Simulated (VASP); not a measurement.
**What goes wrong when Sc is relaxed with a bad input**

Some relaxations of Sc get a fault in the input on purpose. Which of them show, and how? The starting structure is a measured crystal structure from the Crystallography Open Database. The first relaxation on each setting starts from this cell expanded by 3 % in volume.

Main program and level: VASP 6.6.1; Kohn-Sham DFT with plane waves and PAW; PBEsol.

## (1) The structure

Symmetry: P6_3/mmc, No. 194, hexagonal system. The conventional cell has a = 3.309 Å, b = 3.309 Å, c = 5.273 Å, α = 90.00°, β = 90.00°, γ = 120.00°. Nearest to Sc lie 12 Sc at 3.26 to 3.31 Å.

Structure file:

```xyz
2
Lattice="3.3090 0.0000 0.0000 -1.6545 2.8657 0.0000 0.0000 0.0000 5.2733" Properties=species:S:1:pos:R:3 pbc="T T T"
Sc    1.6545    0.9552    3.9550
Sc    0.0000    1.9105    1.3183
```

## (2) Reference relaxation

This run starts from the cell of an earlier relaxation, which isn't shown; the restart sets up the plane waves anew.

Input file INCAR:

```
SYSTEM = Sc
PREC = Accurate
ENCUT = 450
EDIFF = 1E-06
NELM = 100
ISMEAR = 1
SIGMA = 0.15
LREAL = .FALSE.
ALGO = Normal
GGA = PS
NBANDS = 17
LORBIT = 11
LWAVE = .FALSE.
LCHARG = .FALSE.
KPAR = 4
IBRION = 2
NSW = 50
ISIF = 3
EDIFFG = -0.004
```

Input file POSCAR:

```
Sc
1.0
    3.2779793580      0.0000000000      0.0000000000
   -1.6389896789      2.8388133971      0.0000000000
    0.0000000000      0.0000000000      5.0784382110
Sc
2
Direct
    0.6666666667      0.3333333333      0.7500000000
    0.3333333333      0.6666666667      0.2500000000
```

Input file KPOINTS:

```
Automatic mesh
0
Gamma
16 16 8
0 0 0
```

Potentials, in the order of the species: Sc_sv (PBE family, release 64).

Command:

```console
> mpirun -np 4 vasp_std
```

What it wrote:

```text
[banner, memory and clock lines left out]
running    4 mpi-ranks, on    1 nodes
 distrk:  each k-point on    1 cores,    4 groups
 distr:  one band on    1 cores,    1 groups

 POSCAR found type information on POSCAR Sc
 POSCAR found :  1 types and       2 ions
|                                                                             |
|               ----> ADVICE to this user running VASP <----                  |
|                                                                             |
|     You enforced a specific xc type in the INCAR file but a different       |
|     [... a line on the potential file left out ...]
|     I HOPE YOU KNOW WHAT YOU ARE DOING!                                     |
|                                                                             |

 LDA part: xc-table for (Slater+PW92), standard interpolation
 POSCAR, INCAR and KPOINTS ok, starting setup
 FFT: planning ... GRIDC
 FFT: planning ... GRID_SOFT
 FFT: planning ... GRID
 WAVECAR not read
 entering main loop
       N       E                     dE             d eps       ncg     rms          rms(c)
DAV:   1     0.337251435725E+03    0.33725E+03   -0.10412E+04  5108   0.124E+03
DAV:   2     0.363983780789E+01   -0.33361E+03   -0.32796E+03  6390   0.568E+02
DAV:   3    -0.144113923305E+02   -0.18051E+02   -0.17446E+02  8397   0.153E+02
DAV:   4    -0.146924771480E+02   -0.28108E+00   -0.28031E+00  7469   0.175E+01
DAV:   5    -0.146959743934E+02   -0.34972E-02   -0.34964E-02  8717   0.205E+00    0.825E+00
DAV:   6    -0.133960550273E+02    0.12999E+01   -0.29270E+00  6601   0.200E+01    0.246E+00
DAV:   7    -0.132228972528E+02    0.17316E+00   -0.74412E-01  6737   0.916E+00    0.832E-01
DAV:   8    -0.132113882090E+02    0.11509E-01   -0.27829E-02  6874   0.223E+00    0.244E-01
DAV:  10    -0.132100166185E+02   -0.15957E-04   -0.91027E-05  8171   0.133E-01    0.723E-03
DAV:  11    -0.132100138925E+02    0.27260E-05   -0.22082E-06  5650   0.185E-02    0.189E-03
DAV:  12    -0.132100152711E+02   -0.13786E-05   -0.40947E-07  4499   0.109E-02    0.899E-04
DAV:  13    -0.132100150817E+02    0.18938E-06   -0.10012E-07  3637   0.549E-03
   1 F= -.13210015E+02 E0= -.13209692E+02  d E =-.132100E+02
 curvature:   0.00 expect dE= 0.000E+00 dE for cont linesearch  0.000E+00
 trial: gam= 0.00000 g(F)=  0.987E-47 g(S)=  0.322E-05 ort = 0.000E+00 (trialstep = 0.100E+01)
 search vector abs. value=  0.323E-05
 reached required accuracy - stopping structural energy minimisation
```

Elapsed: 14 s, on 4 MPI ranks of Intel Xeon Platinum 8488C (Sapphire Rapids), shared host; peak memory 0.8 GiB.

The logs omit lines about the potential files and the build; timing stands in the text.

From OUTCAR (step 2):

```text
ion  position               nearest neighbor table
   1  0.667  0.333  0.750-   2 3.17   2 3.17   2 3.17   2 3.17   2 3.17   2 3.17
   2  0.333  0.667  0.250-   1 3.17   1 3.17   1 3.17   1 3.17   1 3.17   1 3.17

  LATTYP: Found a hexagonal cell.
 ALAT       =     3.2779793580
 C/A-ratio  =     1.5492587525

 Subroutine GETGRP returns: Found 24 space group operations
 (whereof 12 operations were pure point group operations)

The static configuration has the point symmetry D_3d.
 The point group associated with its full space group is D_6h.

 Found    150 irreducible k-points:

   k-points           NKPTS =    150   k-points in BZ     NKDIM =    150   number of bands    NBANDS=     17

   dimension x,y,z NGX =    24 NGY =   24 NGZ =   36
   dimension x,y,z NGXF=    48 NGYF=   48 NGZF=   72

   ENCUT  =  450.0 eV  33.07 Ry    5.75 a.u.   5.67  5.67  8.78*2*pi/ulx,y,z

   NELECT =      22.0000    total number of electrons

 k-points in reciprocal lattice and weights: Automatic mesh
   0.00000000  0.00000000  0.00000000       0.000
   0.06250000 -0.00000000  0.00000000       0.003
   0.12500000 -0.00000000  0.00000000       0.003
   0.18750000  0.00000000  0.00000000       0.003
   0.25000000 -0.00000000  0.00000000       0.003
   0.31250000 -0.00000000  0.00000000       0.003
   0.37500000  0.00000000  0.00000000       0.003
   0.43750000 -0.00000000  0.00000000       0.003
   0.50000000 -0.00000000  0.00000000       0.001
[...]
0.37500000  0.25000000  0.50000000       0.003
   0.31250000  0.31250000  0.50000000       0.003

 average (electrostatic) potential at core
       1 -46.7163       2 -46.7163

 E-fermi :   3.8199

 k-point     1 :       0.0000    0.0000    0.0000
  band No.  band energies     occupation
    ...
      6     -23.7586      2.00000
      7     -23.7586      2.00000
      8     -23.7220      2.00000
      9      -1.3914      2.00000
     10       2.1260      2.00000
     11       4.5841     -0.00000
     12       5.4522     -0.00000
     13       5.4522     -0.00000
     14       5.7667     -0.00000
     15       5.9394     -0.00000
    ...

 k-point     2 :       0.0625   -0.0000    0.0000
  band No.  band energies     occupation
    ...
      6     -23.7705      2.00000
      7     -23.7599      2.00000
      8     -23.7249      2.00000
      9      -1.3030      2.00000
     10       2.1995      2.00000
     11       4.4937     -0.00000
     12       5.2781     -0.00000
     13       5.5175     -0.00000
     14       5.8704     -0.00000
     15       5.9062     -0.00000
    ...

 k-point     3 :       0.1250   -0.0000    0.0000
  band No.  band energies     occupation
    ...
      6     -23.8042      2.00000
      7     -23.7639      2.00000
      8     -23.7335      2.00000
      9      -1.0427      2.00000
     10       2.4065      2.00000
     11       4.2638     -0.00023
     12       4.9558     -0.00000
     13       5.7099     -0.00000
     14       5.7237     -0.00000
     15       5.9661     -0.00000
    ...

  Total       -0.0079784     -0.0079784     -0.0025273     -0.0000000      0.0000000      0.0000000
  in kB       -0.2704912     -0.2704912     -0.0856845     -0.0000000      0.0000000      0.0000000
  external PRESSURE =      -0.2088890 kB  Pullay stress =       0.0000000 kB

  energy-cutoff  :      450.00
  volume of cell :       47.26
      direct lattice vectors                 reciprocal lattice vectors
     3.277979358  0.000000000  0.000000000     0.305065984  0.176129928  0.000000000
    -1.638989679  2.838813397  0.000000000     0.000000000  0.352259857  0.000000000
     0.000000000  0.000000000  5.078438211     0.000000000  0.000000000  0.196910932

 POSITION                                       TOTAL-FORCE (eV/Angst)
 -----------------------------------------------------------------------------------
      1.63899      0.94627      3.80883        -0.000000      0.000000      0.000000
     -0.00000      1.89254      1.26961         0.000000     -0.000000      0.000000
 -----------------------------------------------------------------------------------
    total drift:                               -0.000000      0.000000     -0.000000

  FREE ENERGIE OF THE ION-ELECTRON SYSTEM (eV)
  ---------------------------------------------------
  free  energy   TOTEN  =       -13.2100150817 eV

  energy  without entropy=      -13.2090458334  energy(sigma->0) =      -13.20969200

 reached required accuracy - stopping structural energy minimisation

 total charge
# of ion       s       p       d       tot
------------------------------------------
    1        2.285   6.109   1.033   9.427
    2        2.285   6.109   1.033   9.427
--------------------------------------------------
tot          4.569  12.218   2.067  18.854

[... 3 further parts left out ...]
```

CONTCAR:

```
Sc
   1.00000000000000
     3.2779793580000001    0.0000000000000000    0.0000000000000000
    -1.6389896789000000    2.8388133971000000    0.0000000000000000
     0.0000000000000000    0.0000000000000000    5.0784382109999999
  Sc
     2
Direct
     0.6666666667000030    0.3333333332999970    0.7500000000000000
     0.3333333332999970    0.6666666667000030    0.2500000000000000
```

The log as kept lacks single lines of electronic cycles.

The PAW data sets were made with PBE, which is usual practice but a small mismatch for other functionals. The run keeps the 24 symmetry operations of its start, so it cannot find a distortion of lower symmetry.

The reference relaxation ends at 23.629 Å³ an atom.

## (3) Relaxation with the cell held fixed (ISIF = 2)

A slip made on purpose: the cell held fixed (ISIF = 2). Against step 2 the input has ISIF = 2 (also changed: NELM).

INCAR: that of step 2 with these lines changed.

```diff
@@ -4,3 +4,3 @@
 EDIFF = 1E-06
-NELM = 100
+NELM = 60
 ISMEAR = 1
@@ -17,3 +17,3 @@
 NSW = 50
-ISIF = 3
+ISIF = 2
 EDIFFG = -0.004
```

Input file POSCAR:

```
Sc
1.0
    3.3417645071      0.0000000000      0.0000000000
   -1.6708822535      2.8940529566      0.0000000000
    0.0000000000      0.0000000000      5.3255142868
Sc
2
Direct
    0.6666666667      0.3333333333      0.7500000000
    0.3333333333      0.6666666667      0.2500000000
```

KPOINTS is that of step 2.

Command:

```console
> mpirun -np 4 vasp_std
```

What it wrote:

```text
[banner, memory and clock lines left out]
running    4 mpi-ranks, on    1 nodes
[...]
[... a notice as in an earlier step ...]

 LDA part: xc-table for (Slater+PW92), standard interpolation
 POSCAR, INCAR and KPOINTS ok, starting setup
[...]
entering main loop
       N       E                     dE             d eps       ncg     rms          rms(c)
DAV:   1     0.341110505593E+03    0.34111E+03   -0.10335E+04  5132   0.121E+03
DAV:   2     0.369778565723E+01   -0.33741E+03   -0.33185E+03  6524   0.561E+02
DAV:   3    -0.145214179969E+02   -0.18219E+02   -0.17564E+02  8511   0.150E+02
DAV:   4    -0.148029252977E+02   -0.28151E+00   -0.28073E+00  7484   0.176E+01
[...]
DAV:  11    -0.131470830891E+02    0.24143E-05   -0.52338E-06  6092   0.207E-02    0.282E-03
DAV:  12    -0.131470846541E+02   -0.15651E-05   -0.10502E-06  5460   0.127E-02    0.869E-04
DAV:  13    -0.131470845496E+02    0.10458E-06   -0.93320E-08  4173   0.538E-03
   1 F= -.13147085E+02 E0= -.13146214E+02  d E =-.131471E+02
[...]
reached required accuracy - stopping structural energy minimisation
```

Wall time 11 s (4 MPI ranks); peak memory 0.83 GiB; 36 s of CPU time.

From OUTCAR (step 3):

```text
  Total       -1.1822133     -1.1822133     -1.7196558     -0.0000000      0.0000000      0.0000000
  in kB      -36.7758374    -36.7758374    -53.4943904     -0.0000000      0.0000000      0.0000000
  external PRESSURE =     -42.3486884 kB  Pullay stress =       0.0000000 kB

 POSITION                                       TOTAL-FORCE (eV/Angst)
 -----------------------------------------------------------------------------------
      1.67088      0.96468      3.99414        -0.000000      0.000000      0.000000
     -0.00000      1.92937      1.33138         0.000000     -0.000000      0.000000
 -----------------------------------------------------------------------------------
    total drift:                               -0.000000      0.000000     -0.000000

  FREE ENERGIE OF THE ION-ELECTRON SYSTEM (eV)
  ---------------------------------------------------
  free  energy   TOTEN  =       -13.1470845496 eV

  energy  without entropy=      -13.1444733345  energy(sigma->0) =      -13.14621414

[... 2 parts as in an earlier step ...]

[... 2 further parts left out ...]
[key lines of the parts left out:]
E-fermi :   3.3282
```

With the cell held fixed (ISIF = 2) the cell ends at 25.752 Å³ an atom, +8.99 % from the reference.

## (4) Relaxation with a cutoff far too low

A slip made on purpose: a cutoff far too low. Against step 2 the input has PREC = Normal and ENCUT = 120 (also changed: NELM).

INCAR: that of step 3 with these lines changed.

```diff
@@ -1,4 +1,4 @@
 SYSTEM = Sc
-PREC = Accurate
-ENCUT = 450
+PREC = Normal
+ENCUT = 120
 EDIFF = 1E-06
@@ -17,3 +17,3 @@
 NSW = 50
-ISIF = 2
+ISIF = 3
 EDIFFG = -0.004
```

POSCAR is that of step 3.

KPOINTS is that of step 3.

Command:

```console
> mpirun -np 4 vasp_std
```

What it wrote:

```text
[... set-up lines as in an earlier step ...]
 entering main loop
       N       E                     dE             d eps       ncg     rms          rms(c)
DAV:   1     0.688231662424E+02    0.68823E+02   -0.74732E+03  6792   0.435E+02
DAV:   2    -0.809615967116E+01   -0.76919E+02   -0.75778E+02  6442   0.180E+02
DAV:   3    -0.887679027712E+01   -0.78063E+00   -0.77083E+00  6331   0.178E+01
DAV:   4    -0.887872233534E+01   -0.19321E-02   -0.19307E-02  6768   0.585E-01
[...]
DAV:  10    -0.152618436580E+01   -0.50148E-04   -0.18477E-05  6573   0.269E-02    0.160E-02
DAV:  11    -0.152619458229E+01   -0.10216E-04   -0.46886E-07  5233   0.436E-03    0.156E-02
DAV:  12    -0.152619481418E+01   -0.23189E-06   -0.28318E-08  3978   0.150E-03
   1 F= -.15261948E+01 E0= -.15255229E+01  d E =-.152619E+01
[...]
-----------------------------------------------------------------------------
|                                                                             |
|     EEEEEEE  RRRRRR   RRRRRR   OOOOOOO  RRRRRR      ###     ###     ###     |
[...]
|     E        R   R    R   R    O     O  R   R                               |
|     E        R    R   R    R   O     O  R    R      ###     ###     ###     |
|     EEEEEEE  R     R  R     R  OOOOOOO  R     R     ###     ###     ###     |
|                                                                             |
|     Orbital orthonormalization failed in the inversion of matrix            |
|     LAPACK: Routine ZPOTRF failed! kpoint: 1 spin: 1                        |
|                                                                             |
|     Possible solutions for this issue are:                                  |
|     - Please check whether the atoms are too close to each other.           |
|     - Decreasing POTIM might help during relaxations or MDs.                |
|     - Deleting CHGCAR or WAVECAR if incompatible with the structure.        |
|     - Try calculating without symmetrizing (ISYM = 0 or ISYM = -1).         |
|     - As last resort: using a different PAW for some of the atoms.          |
|                                                                             |
|       ---->  I REFUSE TO CONTINUE WITH THIS SICK JOB ... BYE!!! <----       |
|                                                                             |
 -----------------------------------------------------------------------------

1
1
1
1
```

Elapsed: 6 s, on 4 MPI ranks.

VASP stopped with this message: “Orbital orthonormalization failed in the inversion of matrix LAPACK: Routine ZPOTRF failed! kpoint: 1 spin: 1”.

## (5) Relaxation with a smearing far too wide

A slip made on purpose: a smearing far too wide. Against step 2 the input has ISMEAR = 0 and SIGMA = 2 (also changed: NELM).

INCAR: that of step 4 with these lines changed.

```diff
@@ -1,8 +1,8 @@
 SYSTEM = Sc
-PREC = Normal
-ENCUT = 120
+PREC = Accurate
+ENCUT = 450
 EDIFF = 1E-06
 NELM = 60
-ISMEAR = 1
-SIGMA = 0.15
+ISMEAR = 0
+SIGMA = 2
 LREAL = .FALSE.
```

POSCAR is that of step 4.

KPOINTS is that of step 4.

Command:

```console
> mpirun -np 4 vasp_std
```

What it wrote:

```text
[... set-up lines as in an earlier step ...]
 entering main loop
       N       E                     dE             d eps       ncg     rms          rms(c)
DAV:   1     0.340380598549E+03    0.34038E+03   -0.10335E+04  5132   0.121E+03
DAV:   2     0.180930589126E+01   -0.33857E+03   -0.33211E+03  6524   0.561E+02
DAV:   3    -0.169993668861E+02   -0.18809E+02   -0.17966E+02  8511   0.151E+02
DAV:   4    -0.173132612475E+02   -0.31389E+00   -0.30722E+00  7484   0.180E+01
[...]
DAV:  44    -0.161707270694E+02   -0.11424E-05   -0.11420E-05  2813   0.402E-04    0.383E-04
DAV:  45    -0.161707281349E+02   -0.10655E-05   -0.10649E-05  2811   0.396E-04    0.380E-04
DAV:  46    -0.161707291313E+02   -0.99649E-06   -0.99620E-06  2807   0.372E-04
 -----------------------------------------------------------------------------
|                                                                             |
|           W    W    AA    RRRRR   N    N  II  N    N   GGGG   !!!           |
|           W    W   A  A   R    R  NN   N  II  NN   N  G    G  !!!           |
[...]
|     the parameter NBANDS in file INCAR to ensure that the highest band      |
|     is unoccupied at all k-points. It is always recommended to include      |
|     a few unoccupied bands to accelerate the convergence of                 |
|     molecular-dynamics runs (even for insulators or semiconductors),        |
|     since the presence of unoccupied bands improves wavefunction            |
|     prediction and helps to suppress 'band-crossings'.                      |
|                                                                             |
 -----------------------------------------------------------------------------

   1 F= -.16170729E+02 E0= -.13491995E+02  d E =-.161707E+02
[...]
|     Your highest band is occupied at some k-points! Unless you are          |
[... from here on, the cycles between the ionic steps are left out ...]
   2 F= -.16182345E+02 E0= -.13460857E+02  d E =-.116156E-01
[...]
|     Your highest band is occupied at some k-points! Unless you are          |
   3 F= -.16182415E+02 E0= -.13457304E+02  d E =-.116859E-01
   4 F= -.16182900E+02 E0= -.13459110E+02  d E =-.484953E-03
   5 F= -.16183027E+02 E0= -.13460439E+02  d E =-.612001E-03
[...]
reached required accuracy - stopping structural energy minimisation
```

The job ended after 46 s (4 MPI ranks; peak memory 0.88 GiB).

[end of part 1 of 2]

[Lines on the potential files, build, host, timing and source positions are cut from VASP's logs without a mark.]

[Logs are printed without paths, hosts, clocks, repeated set-up lines and the standing remarks that a program may print on its own settings, such as how far it seeks lower states.]

[Hosts, paths, dates, database ids (printed as entryN), source tags and the programs' standing remarks are cut or masked in the printed files.]
